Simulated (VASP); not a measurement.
VASP input:

KPOINTS:
```
Automatic mesh
0
Gamma
5 5 5
0 0 0
```

INCAR:
```
ISMEAR  =  0   # Gaussian
ALGO  =  Normal
LWAVE  =  F
LREAL  =  Auto
ISIF  =  2
SIGMA  =  0.01   # width (eV)
GGA  =  PE
LCHARG  =  F
NELM  =  100   # most electronic steps
LASPH  =  T   # aspherical one-centre terms
PREC  =  Accurate
SYSTEM  =  Hf3N4
ENCUT  =  400   # plane-wave cut-off (eV)
LMAXMIX  =  6
EDIFF  =  1E-04
```

File POSCAR:
```
Hf3N4
1
   -3.4075770000     3.4075770000     3.4075770000
    3.4075770000    -3.4075770000     3.4075770000
    3.4075770000     3.4075770000    -3.4075770000
Hf N
6 8
Direct
  0.8750000000   0.2500000000   0.1250000000
  0.7500000000   0.3750000000   0.6250000000
  0.6250000000   0.7500000000   0.3750000000
  0.2500000000   0.1250000000   0.8750000000
  0.1250000000   0.8750000000   0.2500000000
  0.3750000000   0.6250000000   0.7500000000
  0.5000000000   0.0000000000   0.6336600000
  0.0000000000   0.1336600000   0.5000000000
  0.8663400000   0.8663400000   0.8663400000
  0.1336600000   0.5000000000   0.0000000000
  0.0000000000   0.6336600000   0.5000000000
  0.5000000000   0.0000000000   0.1336600000
  0.6336600000   0.5000000000   0.0000000000
  0.3663400000   0.3663400000   0.3663400000
```

POTCAR, in this order: Hf_pv N (PBE.64 set). Program: vasp_std.

Problem. Write an equivalent input for Quantum ESPRESSO's pw.x.

Solution. One equivalent input (not run):
```
&CONTROL
  calculation = 'scf'
  pseudo_dir = './pseudo'
  outdir = './out'
  tprnfor = .true.
  tstress = .true.
/
&SYSTEM
  ibrav = 0
  nat = 14
  ntyp = 2
  ecutwfc = 84
  occupations = 'smearing'
  smearing = 'gaussian'
  degauss = 0.000735
  input_dft = 'pbe'
/
&ELECTRONS
  conv_thr = 7.3e-06
  electron_maxstep = 100
/
ATOMIC_SPECIES
  Hf 178.490 Hf.upf
  N 14.007 N.upf
CELL_PARAMETERS angstrom
    -3.4075770    3.4075770    3.4075770
     3.4075770   -3.4075770    3.4075770
     3.4075770    3.4075770   -3.4075770
ATOMIC_POSITIONS crystal
  Hf   0.8750000  0.2500000  0.1250000
  Hf   0.7500000  0.3750000  0.6250000
  Hf   0.6250000  0.7500000  0.3750000
  Hf   0.2500000  0.1250000  0.8750000
  Hf   0.1250000  0.8750000  0.2500000
  Hf   0.3750000  0.6250000  0.7500000
  N    0.5000000  0.0000000  0.6336600
  N    0.0000000  0.1336600  0.5000000
  N    0.8663400  0.8663400  0.8663400
  N    0.1336600  0.5000000  0.0000000
  N    0.0000000  0.6336600  0.5000000
  N    0.5000000  0.0000000  0.1336600
  N    0.6336600  0.5000000  0.0000000
  N    0.3663400  0.3663400  0.3663400
K_POINTS automatic
  5 5 5 0 0 0
```
Limits of the translation: the potentials are each code's own (VASP's PAW set, PseudoDojo norm-conserving files in pw.x), so ENCUT and ecutwfc are chosen apart and not converted; conv_thr bounds pw.x's estimated SCF error, while EDIFF bounds the energy change between steps.

The structure comes from a computed database's Hf3N4 entry, a phase known from measurement. The cell was not relaxed at this level. The run is one of a series of settings (EDIFF = 1E-04 against the base run), some of them coarse on purpose.
